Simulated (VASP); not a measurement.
## Zn15PbO16 (a cell with a defect) (zincite): electric field gradients with PBE

The system is Zn15PbO16 (a cell with a defect) (zincite).

```
Pb Zn O
1.0
     6.49862    0.00000    0.00000
    -3.24931    5.62797    0.00000
     0.00000    0.00000   10.41142
Pb Zn O
1 15 16
Direct
  0.16667 0.33333 0.25000
  0.16667 0.33333 0.75000
  0.16667 0.83333 0.25000
  0.16667 0.83333 0.75000
  0.66667 0.33333 0.25000
  0.66667 0.33333 0.75000
  0.66667 0.83333 0.25000
  0.66667 0.83333 0.75000
  0.33333 0.16667 0.00000
  0.33333 0.16667 0.50000
  0.33333 0.66667 0.00000
  0.33333 0.66667 0.50000
  0.83333 0.16667 0.00000
  0.83333 0.16667 0.50000
  0.83333 0.66667 0.00000
  0.83333 0.66667 0.50000
  0.33333 0.16667 0.18951
  0.33333 0.16667 0.68951
  0.33333 0.66667 0.18951
  0.33333 0.66667 0.68951
  0.83333 0.16667 0.18951
  0.83333 0.16667 0.68951
  0.83333 0.66667 0.18951
  0.83333 0.66667 0.68951
  0.16667 0.33333 0.43950
  0.16667 0.33333 0.93951
  0.16667 0.83333 0.43950
  0.16667 0.83333 0.93951
  0.66667 0.33333 0.43950
  0.66667 0.33333 0.93951
  0.66667 0.83333 0.43950
  0.66667 0.83333 0.93951
```

```json
{
  "Program": "VASP 6.6.1",
  "Task": "electric field gradients",
  "Functional": "PBE",
  "Potentials or basis": "VASP PAW PBE potentials, release 64 (Pb_d, Zn, O)",
  "Cutoff": "520 eV",
  "k mesh": "3 × 3 × 2",
  "Occupations": "fermi-dirac, width 0.01 eV",
  "Spin": "no spin polarisation",
  "Dipole correction": "no",
  "Further INCAR settings": "LREAL = Auto; ALGO = Fast; EDIFF = 1e-08; NBANDS = 167"
}
```

```
Pressure               : 14.1 GPa
Largest force          : 4.350 eV/Å
Band gap on the k mesh : none (metal or under the smearing width)
```

Forces in eV/Å, atoms in the order of the input:
```
Pb   0.000  0.000 -0.271
Zn   0.000  0.000 -0.139
Zn  -0.237 -0.137  0.157
Zn  -0.018 -0.010 -0.108
Zn   0.000  0.274  0.157
Zn   0.000  0.020 -0.108
Zn   0.237 -0.137  0.157
Zn   0.018 -0.010 -0.108
Zn   0.168 -0.097 -0.688
Zn   0.372 -0.215  0.425
Zn   0.000  0.194 -0.688
Zn   0.000  0.430  0.425
Zn  -0.168 -0.097 -0.688
Zn  -0.372 -0.215  0.425
Zn   0.000  0.000 -0.246
Zn   0.000  0.000  0.104
O    3.518 -2.031 -1.272
O   -0.005  0.003 -0.019
O    0.000  4.062 -1.272
O    0.000 -0.006 -0.019
O   -3.518 -2.031 -1.272
O    0.005  0.003 -0.019
O    0.000  0.000  0.113
O    0.000  0.000  0.031
O    0.000  0.000  4.350
O    0.000  0.000  0.151
O    0.048  0.028 -0.038
O    0.023  0.013  0.179
O    0.000 -0.056 -0.038
O    0.000 -0.026  0.179
O   -0.048  0.028 -0.038
O   -0.023  0.013  0.179
```

Stress tensor (GPa, compression positive):
```
13.38  0.00  0.00
 0.00 13.38  0.00
 0.00  0.00 15.42
```

Levels at points of the mesh, in eV from the Fermi level:
```tsv
k point	band 141	band 142	band 143	band 144	band 145	band 146	band 147	band 148	band 149	band 150
(0.00, 0.00, 0.00)	-2.55	-2.32	-2.12	-2.12	-2.03	0.41	1.12	2.11	2.78	2.78
(0.00, 0.00, 0.50)	-2.45	-2.45	-2.14	-2.14	-1.16	-0.28	1.36	2.32	2.62	2.71
```

Electric field gradients, principal values (V/Å²):
```csv
atom,Vxx,Vyy,Vzz
1 Pb,-2.418,-2.421,4.838
2 Zn,-1.351,-1.353,2.704
3 Zn,3.794,5.053,-8.847
4 Zn,-0.789,-1.104,1.893
5 Zn,3.794,5.053,-8.847
6 Zn,-0.789,-1.104,1.893
7 Zn,3.797,5.047,-8.844
8 Zn,-0.791,-1.102,1.893
9 Zn,-3.326,-5.592,8.917
10 Zn,-2.366,-3.952,6.319
11 Zn,-3.328,-5.590,8.917
12 Zn,-2.366,-3.951,6.317
13 Zn,-3.328,-5.590,8.917
14 Zn,-2.366,-3.951,6.317
15 Zn,-1.485,-1.488,2.973
16 Zn,0.866,0.868,-1.734
17 O,-3.437,-7.568,11.005
18 O,0.009,0.644,-0.653
19 O,-3.431,-7.568,10.999
20 O,0.015,0.638,-0.653
21 O,-3.431,-7.568,10.999
22 O,0.015,0.638,-0.653
23 O,2.064,2.073,-4.137
24 O,0.776,0.785,-1.561
25 O,-4.320,-4.328,8.648
26 O,2.177,2.186,-4.363
27 O,0.111,0.828,-0.938
28 O,1.380,1.390,-2.770
29 O,0.111,0.828,-0.938
30 O,1.380,1.390,-2.770
31 O,0.112,0.821,-0.933
32 O,1.376,1.394,-2.770
```

Run time: 18 min on 1 thread of Intel(R) Xeon(R) Platinum 8488C (Sapphire Rapids) (shared host), peak memory 0.59 GiB.

Caveat: the k mesh is coarse (spacing up to 0.37 Å⁻¹), so the values aren't converged. Spin-orbit coupling is left out, which matters for the levels of Pb.
